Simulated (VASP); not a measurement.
```
Pt
1.0
    0.00000     1.94802     1.94802
    1.94802     0.00000     1.94802
    1.94802     1.94802     0.00000
Pt
1
Direct
  0.00000   0.00000   0.00000
```

Calculation: LDA (Ceperley-Alder, Perdew-Zunger), VASP's LDA PAW potentials (set 64) (plane waves; VASP). Run with 520 eV cut-off, Gaussian smearing of 0.050 eV, potentials Pt.

Unless said otherwise, spin-orbit coupling is left out, though it shifts the bands of the heavy elements here.

### Question
Estimate the band gap (along the path) with the smallest direct gap where there is one.

### Answer

| Item | Result |
|---|---|
| band gap (along the path) | none (metal, semimetal or under 0.01 eV) |

Only differences to runs with the same potentials and settings are physical.

The compound is Pt in the fcc structure. It was relaxed first.
